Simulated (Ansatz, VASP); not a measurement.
# Ge (Germanium) in two plane-wave programs, part 2 of 2

Aim: how closely do two programs agree when they are given the same cell, functional and k mesh? The cell is taken from a series of runs on this material, whose earlier steps may have relaxed, scaled, displaced or heated it; both programs get it as it stands.

VASP 6.6.1 and Ansatz 0.2.0.

So far: Starting point; VASP: zone-centre phonons, r2SCAN.

## (2) VASP: zone-centre phonons, r2SCAN (continued)

Level of this step: r2SCAN; plane waves and PAW (Ge_d) (VASP).

Numbers of over 12 decimals in the logs are rounded to 6 here.

OUTCAR, selected parts (step 2):

```text
ion  position               nearest neighbor table
   1  0.500  0.500  0.500-   2 2.39   2 2.39   2 2.39   2 2.39
   2  0.750  0.750  0.750-   1 2.39   1 2.39   1 2.39   1 2.39

  LATTYP: Found a trigonal (rhomboedric) cell.
 ALAT       =     3.9019928200
 COS(alpha) =     0.4999769229

 Subroutine GETGRP returns: Found 12 space group operations
 (whereof  6 operations were pure point group operations)

The static configuration has the point symmetry C_3v.
 The point group associated with its full space group is D_3d.

   k-points           NKPTS =   1728   k-points in BZ     NKDIM =   1728   number of bands    NBANDS=     20

   dimension x,y,z NGX =    30 NGY =   30 NGZ =   30
   dimension x,y,z NGXF=    60 NGYF=   60 NGZF=   60

   ENCUT  =  550.0 eV  40.42 Ry    6.36 a.u.   7.46  7.46  7.46*2*pi/ulx,y,z

   NELECT =      28.0000    total number of electrons

 k-points in reciprocal lattice and weights: Points of the shifted mesh
   0.04166667  0.04166667  0.04166667       0.001
   0.04166667  0.04166667  0.12500000       0.001
   0.04166667  0.04166667  0.20833333       0.001
   0.04166667  0.04166667  0.29166667       0.001
   0.04166667  0.04166667  0.37500000       0.001
   0.04166667  0.04166667  0.45833333       0.001
   0.04166667  0.04166667  0.54166667       0.001
   0.04166667  0.04166667  0.62500000       0.001
   0.04166667  0.04166667  0.70833333       0.001
[...]
0.95833333  0.95833333  0.87500000       0.001
   0.95833333  0.95833333  0.95833333       0.001

 average (electrostatic) potential at core
       1 -78.7649       2 -78.7649

 E-fermi :   5.9048

 k-point     1 :       0.0417    0.0417    0.0417
  band No.  band energies     occupation
    ...
     10     -19.7115      2.00000
     11      -8.3302      2.00000
     12       5.1079      2.00000
     13       5.4401      2.00000
     14       5.5445      2.00000
     15       7.0408      0.00000
     16       8.3404      0.00000
     17       8.4114      0.00000
     18       8.4319      0.00000
     19      12.9726      0.00000
    ...

 k-point     2 :       0.0417    0.0417    0.1250
  band No.  band energies     occupation
    ...
     10     -19.7024      2.00000
     11      -8.2027      2.00000
     12       3.7848      2.00000
     13       4.9864      2.00000
     14       5.4330      2.00000
     15       7.4854      0.00000
     16       8.5101      0.00000
     17       8.6638      0.00000
     18       9.3646      0.00000
     19      13.5702      0.00000
    ...

 k-point     3 :       0.0417    0.0417    0.2083
  band No.  band energies     occupation
    ...
     10     -19.6933      2.00000
     11      -7.8880      2.00000
     12       2.0016      2.00000
     13       4.5044      2.00000
     14       5.0553      2.00000
     15       7.2980      0.00000
     16       8.9989      0.00000
     17       9.3187      0.00000
     18      10.8127      0.00000
     19      14.0561      0.00000
    ...

  Total        1.9575545      1.9640889      1.9640889     -0.0003833     -0.1736608     -0.0003833
  in kB       74.6560500     74.9052548     74.9052548     -0.0146187     -6.6229733     -0.0146187
  external PRESSURE =      74.8221865 kB  Pullay stress =       0.0000000 kB

  energy-cutoff  :      550.00
  volume of cell :       42.01
      direct lattice vectors                 reciprocal lattice vectors
    -0.000063672  2.759125583  2.759125583    -0.181210560  0.181214742  0.181214742
     2.759125583 -0.000063672  2.759125583     0.181214742 -0.181210560  0.181214742
     2.759125583  2.759125583 -0.000063672     0.181214742  0.181214742 -0.181210560

 POSITION                                       TOTAL-FORCE (eV/Angst)
 -----------------------------------------------------------------------------------
      2.74403      2.75903      2.75903         0.210956      0.000293      0.000293
      4.13870      4.13870      4.13870        -0.210956     -0.000293     -0.000293
 -----------------------------------------------------------------------------------
    total drift:                                0.000019     -0.000003     -0.000003

  FREE ENERGIE OF THE ION-ELECTRON SYSTEM (eV)
  ---------------------------------------------------
  free  energy   TOTEN  =       -27.6632641418 eV

  energy  without entropy=      -27.6632641418  energy(sigma->0) =      -27.66326414

 Eigenvectors and eigenvalues of the dynamical matrix
 ----------------------------------------------------

   1 f  =    9.723902 THz    61.097078 2PiTHz  324.354458 cm-1    40.214809 meV
             X         Y         Z           dx          dy          dz
      2.759035  2.759035  2.759035     0.358893   -0.571106    0.212213
      4.138700  4.138700  4.138700    -0.358893    0.571106   -0.212213

   2 f  =    9.723902 THz    61.097078 2PiTHz  324.354458 cm-1    40.214809 meV
             X         Y         Z           dx          dy          dz
      2.759035  2.759035  2.759035    -0.452249   -0.084686    0.536935
      4.138700  4.138700  4.138700     0.452249    0.084686   -0.536935

   3 f  =    9.721884 THz    61.084396 2PiTHz  324.287130 cm-1    40.206462 meV
             X         Y         Z           dx          dy          dz
      2.759035  2.759035  2.759035    -0.408248   -0.408248   -0.408248
      4.138700  4.138700  4.138700     0.408248    0.408248    0.408248

   4 f  =    0.000000 THz     0.000001 2PiTHz    0.000007 cm-1     0.000001 meV
             X         Y         Z           dx          dy          dz
      2.759035  2.759035  2.759035     0.011599    0.060304    0.704435
      4.138700  4.138700  4.138700     0.011599    0.060304    0.704435

   5 f  =    0.000000 THz     0.000001 2PiTHz    0.000003 cm-1     0.000000 meV
             X         Y         Z           dx          dy          dz
      2.759035  2.759035  2.759035     0.477312    0.519075   -0.052295
      4.138700  4.138700  4.138700     0.477312    0.519075   -0.052295

   6 f/i=    0.000000 THz     0.000001 2PiTHz    0.000003 cm-1     0.000000 meV
             X         Y         Z           dx          dy          dz
      2.759035  2.759035  2.759035    -0.521574    0.476366   -0.032192
      4.138700  4.138700  4.138700    -0.521574    0.476366   -0.032192

 ELASTIC MODULI CONTR FROM IONIC RELAXATION (kBar)
 Direction    XX          YY          ZZ          XY          YZ          ZX
 --------------------------------------------------------------------------------
 XX          -0.0007     -0.0006     -0.0006      0.1887      0.4429      0.1887
 YY          -0.0006     -0.0007     -0.0006      0.1887      0.1887      0.4429
 ZZ          -0.0006     -0.0006     -0.0007      0.4429      0.1887      0.1887
 XY           0.1887      0.1887      0.4429   -362.2750      0.0058      0.0058
 YZ           0.4429      0.1887      0.1887      0.0058   -362.2750      0.0058
 ZX           0.1887      0.4429      0.1887      0.0058      0.0058   -362.2750
 --------------------------------------------------------------------------------

 total charge
# of ion       s       p       d       tot
------------------------------------------
    1        1.101   1.375  10.036  12.511
    2        1.101   1.375  10.036  12.511
--------------------------------------------------
tot          2.201   2.750  20.072  25.023

[... 3 further parts left out ...]
```

CONTCAR:

```
Ge
   1.00000000000000
    -0.0000636722000000    2.7591255827999999    2.7591255827999999
     2.7591255827999999   -0.0000636722000000    2.7591255827999999
     2.7591255827999999    2.7591255827999999   -0.0000636722000000
  Ge
     2
Direct
     0.5027074301035451    0.4972710505682095    0.4972710505682095
     0.7500107282999977    0.7500107282999977    0.7500107282999977
```

Levels, forces or a CONTCAR printed for this step are those of its last displaced cell, not of the structure at rest.

## (3) Ansatz: zone-centre phonons, r2SCAN

Ansatz runs on its PAW soft_1 files.

The same cell, functional, mesh and smearing now go to Ansatz, which takes its cutoff from its data sets.

Input file input.yaml:

```yaml
crystal:
  lattice:
    - [-6.36722e-05, 2.7591255828, 2.7591255828]
    - [2.7591255828, -6.36722e-05, 2.7591255828]
    - [2.7591255828, 2.7591255828, -6.36722e-05]
  atoms:
    - { symbol: Ge, position: [0.4999892717, 0.4999892717, 0.4999892717] }
    - { symbol: Ge, position: [0.7500107283, 0.7500107283, 0.7500107283] }
kpoints:
  mp_grid: { grid: [12, 12, 12], shift: [0.5, 0.5, 0.5] }
hamiltonian:
  xc: r2scan
  pseudopotentials: { kind: paw, azcp: { folder: soft_1 } }
scf:
  occupations: { method: gaussian, width: 0.02 }
output:
  eigenvalues: true
phonons:
  method: dfpt
```

The run is started by

```
$ ansatz run input.yaml --threads 4 --pin off --max-ram 10240MiB --backend cpu --events-out ev --progress --plain --runs-dir out
```

What it wrote:

```text
Engine: ansatz 0.2.0, x86_64-unknown-linux-gnu
Pseudopotentials: kind: paw
Pseudopotential: Ge, paw, valence charge 14, recommended cutoff 500 eV (meta_gga), soft_1/Ge.paw.azcp
Functional definition: r2SCAN
  parameter k0 = 0.174
  parameter k1 = 0.065
  parameter a1 = 4.9479
  exchange = r2scan_x(k0 = k0, k1 = k1, a1 = a1)
  correlation = r2scan_c
Crystal: 2 atoms, lattice volume = 42.011 Å³
Basis set: ecut = 500 eV, 1067 PW (Γ), exchange–correlation on 160×160×160 points (125 copies of the dense FFT grid, shifted against one another)
Bands: 18, of which v1, the nominal top of the filled ones, is band 14 counted from 1 (13 counted from 0)
Symmetry: 12 space group operations
k-points: 468 of 1728 (irreducible under 2 space group operations, time reversal used)
Non-local potential: Ge, projectors of the file, l = 0: 2, l = 1: 2, l = 2: 3, l = 3: 1
PAW form: soft (Blöchl's): semilocal exchange-correlation on the pseudo side does not see the compensation charge
PAW frozen core: Ge, regenerated for the run's functional (the file was generated under x = pbe(κ = 0.804, μ = 0.219515), c = pbe(β = 0.066725))
PAW one-centre angular grid: Ge, 590 points (default); XC on 160 Gauss nodes
Initial density: superposition of atomic densities (chi_scale 0.1, normalization cell)
Initial wavefunctions: pseudopotential atomic-orbital guess
Functional: x = r2scan, c = r2scan; τ floored in thin density (d = 2e-4 eV/Å³)
iter 1 solved again at ethr=1.88e-3 eV; its pass at ethr=3.10e-3 eV (dr2=5.28e-1 eV) is discarded
SCF iter   1: F=—  HF=-8605.668097 eV  |F-HF|=—  |Δ(HF+E_count)|=         —  Δρ=4.08e-2  dr2=5.32e-1  dr2_τ=6.50e-3  ethr=1.88e-3  ⟨swp⟩=1.0  Hψ=52368  notcnv=0
preconditioner: auto → none  [insulator: Δε(μ)=0.703 eV  Ē_g=24.715 eV  σ=0.020 eV  W_gap=1.00  n_scr=14 (ndim 8)  ℏωp=30.3 eV  f_vac=0.000  D(μ)=0.00/eV (n_scr^D=0)  ε∞_Penn≈2.5]
SCF iter   2: F=—  HF=-8605.722074 eV  |F-HF|=—  |Δ(HF+E_count)|=   5.40e-2  Δρ=2.06e-2  dr2=1.11e-1  dr2_τ=7.20e-4  ethr=1.88e-3  ⟨swp⟩=2.3  Hψ=10425  notcnv=0
SCF iter   3: F=—  HF=-8605.756849 eV  |F-HF|=—  |Δ(HF+E_count)|=   3.48e-2  Δρ=3.40e-3  dr2=1.96e-3  dr2_τ=4.15e-5  ethr=3.96e-4  ⟨swp⟩=3.3  Hψ=17006  notcnv=0
SCF iter   4: F=—  HF=-8605.754974 eV  |F-HF|=—  |Δ(HF+E_count)|=   1.88e-3  Δρ=7.51e-4  dr2=8.40e-5  dr2_τ=1.10e-6  ethr=7.00e-6  ⟨swp⟩=2.2  Hψ=16952  notcnv=0
SCF iter   5: F=—  HF=-8605.755011 eV  |F-HF|=—  |Δ(HF+E_count)|=   3.73e-5  Δρ=1.44e-4  dr2=3.22e-6  dr2_τ=5.95e-8  ethr=3.00e-7  ⟨swp⟩=2.0  Hψ=14976  notcnv=0
SCF iter   6: F=—  HF=-8605.755013 eV  |F-HF|=—  |Δ(HF+E_count)|=   1.48e-6  Δρ=5.17e-6  dr2=3.77e-9  dr2_τ=1.25e-10  ethr=1.15e-8  ⟨swp⟩=2.0  Hψ=14976  notcnv=0
SCF iter   7: F=—  HF=-8605.755013 eV  |F-HF|=—  |Δ(HF+E_count)|=   3.63e-8  Δρ=9.77e-7  dr2=1.57e-10  dr2_τ=3.75e-12  ethr=1.35e-11  ⟨swp⟩=2.0  Hψ=14976  notcnv=0
SCF iter   8: F=-8605.755013 eV  HF=-8605.755013 eV  |F-HF|=5.46e-12  |Δ(HF+E_count)|=  2.35e-10  Δρ=1.04e-7  dr2=2.57e-12  dr2_τ=5.93e-14  ethr=1.00e-12  ⟨swp⟩=5.8  Hψ=37553  notcnv=0
SCF 1 converged in 8 iterations: F = -8605.755013 eV  dr2 = 2.57e-12
  greatest PAW one-centre occupation: 0.998 electrons in one spin orbital (limit 2), on the Ge atom at site 1 (counted from 0), in its partial waves of l = 2
DFPT response loops at Γ: preconditioner auto → none (the input reference at scf.mixing.eps_inf says where Resta's filter doesn't serve); β = 0.50; Broyden in place of MSR1
SCF converged after 8 iterations
Free energy (F): -8605.755013 eV
Harris-Foulkes:  -8605.755013 eV  (|F-HF|=5.46e-12)
Internal energy: -8605.755013 eV  (E = F + TS)
E sigma→0 (E₀):  -8605.755013 eV
Fermi energy:    9.729797 eV
--- Per-component energies (eV) ---
  E_band       = -293.971660
  E_kinetic    = 187.421394
  E_local      = -4393.707748  (includes V_loc(G=0)·N_el)
  E_nonlocal   = 437.569198
  E_hartree    = 2106.352101
  E_xc         = -133.008836
  E_vxc        = -138.376295  (∫ρ·V_xc dr)
  E_paw        = -4053.143065  (= ΣΔE_a)
  E_vpaw       = -606.768148  (= ΣTr[D̂ρ^β])
  E_aug_tail   = -0.000009  (compensation charges beyond the density's cutoff)
  E_vtau       = 7.185740  (kinetic-family band-sum trace: ∫τ·v_τ [+ j·A + Jᵃ·Aᵃ] dr)
  E_ewald      = -2755.066528
  E_core_change = -2.171521  (= ΣΔE_core)
  E_smearing   = -0.000000  (= −TS)
  E_closure    = 0.000000  (closes the sum)
  Σ components = -8605.755013   (vs F -8605.755013, Δ=0.00e0)
--- Band table (eV; the first three rows and the last of 468) ---
  k-point 0: bands = [... 10 lower, -4.5040, 8.8925, 9.3316, 9.3316, 10.8921, 12.2052, 12.2052, 12.2595]
  k-point 1: bands = [... 10 lower, -4.3768, 7.6317, 8.7874, 9.2460, 11.3201, 12.3390, 12.5124, 13.1920]
  k-point 2: bands = [... 10 lower, -4.0630, 5.8536, 8.3010, 8.8767, 11.1179, 12.8150, 13.1655, 14.6557]
  k-point 467: bands = [... 10 lower, -2.1246, 1.1547, 7.5498, 7.7244, 10.3494, 13.3561, 13.5181, 17.2410]
--- Phonons (Γ-DFPT): 1 representative perturbation + reference, on 468 of 1728 k-points (Σ response iterations 5) ---
  k mesh reduced under 2 symmetry operations, with k and −k counted as one. Each operation leaves every solved perturbation unchanged. A smaller set is not considered because the functional reads the kinetic-energy density
  ASR residual: 4.466e-5 → 0.000e0 eV/Å²; symmetrization residual: 3.327e-12 eV/Å²
  ASR residual per site (eV/Å²): 4.47e-5 4.47e-5
  Γ frequencies (cm⁻¹): 0.00 0.00 0.00 322.60 322.67 322.67
  non-analytic LO–TO correction: not included (Born effective charges unavailable; polar crystals: no LO–TO splitting at Γ)
```

In the SCF lines HF is the Harris–Foulkes energy and dr2 the Hartree energy of the density residual, in eV; the loop may stop once dr2 is under the threshold and the program's other checks hold. Hψ counts applications of the Hamiltonian.

## (4) Differences

Known differences besides the potentials themselves: VASP keeps PBE cores, Ansatz makes them for the functional; the cutoff is 500 eV in Ansatz and 550 eV in VASP; VASP uses finite displacements, Ansatz perturbation theory. Total energies have different zeros and are not compared.

Compared:

| quantity | Ansatz | VASP | difference |
| --- | --- | --- | --- |
| optical mode 1 to 3 (cm⁻¹) | 322.6 | 324.3 | -0.52 % |

Modes are paired by rising frequency, not by their patterns, so a pair may set unlike modes beside each other; they are those without the splitting of longitudinal modes.

## (5) What came out

| Item | Value |
| --- | --- |
| r.m.s. difference of the optical zone-centre modes, each program's sorted by frequency (zone-centre phonons, r2SCAN) | 1.7 cm⁻¹ |
| difference in optical mode 1 to 3 (zone-centre phonons, r2SCAN) | -0.5 % |

What this shows: The r.m.s. difference of the optical zone-centre modes, each program's sorted by frequency is 1.7 cm⁻¹ (zone-centre phonons, r2SCAN). Among the rows given in per cent, the largest difference of the zone-centre phonons, r2SCAN pair is in optical mode 1 to 3, -0.5 %. Such differences can come from data sets, numerical settings and the points named under the comparisons, not from the functional's error against experiment.

[Lines on the potential files, build, host, timing and source positions are cut from VASP's logs without a mark.]

[Logs are printed without paths, hosts, clocks, repeated set-up lines and the standing remarks that a program may print on its own settings, such as how far it seeks lower states.]

[Hosts, paths, dates, database ids (printed as entryN), source tags and the programs' standing remarks are cut or masked in the printed files.]
